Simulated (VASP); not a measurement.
Input:

```
Au
1.0
    0.00000     2.00795     2.00795
    2.00795     0.00000     2.00795
    2.00795     2.00795     0.00000
Au
1
Direct
  0.00000   0.00000   0.00000
```

These are PBE GGA with D3 dispersion (Becke-Johnson damping), VASP's PBE PAW potentials (set 64) (plane waves; VASP) values and carry that method's errors. Numerical set-up: 520 eV cut-off, 15×15×15 Γ-centred mesh, first-order Methfessel-Paxton smearing of 0.10 eV, potentials Au.

**Question.** Give the stress tensor in GPa (positive for a compressed cell).

**Answer.** 
```
11.97   0.00   0.00
 0.00  11.97   0.00
 0.00   0.00  11.97
```
The pressure is its mean diagonal, 11.97 GPa.

The compound is Au in the fcc structure. This cell is one point of a volume scan, at 0.94 of the reference volume.
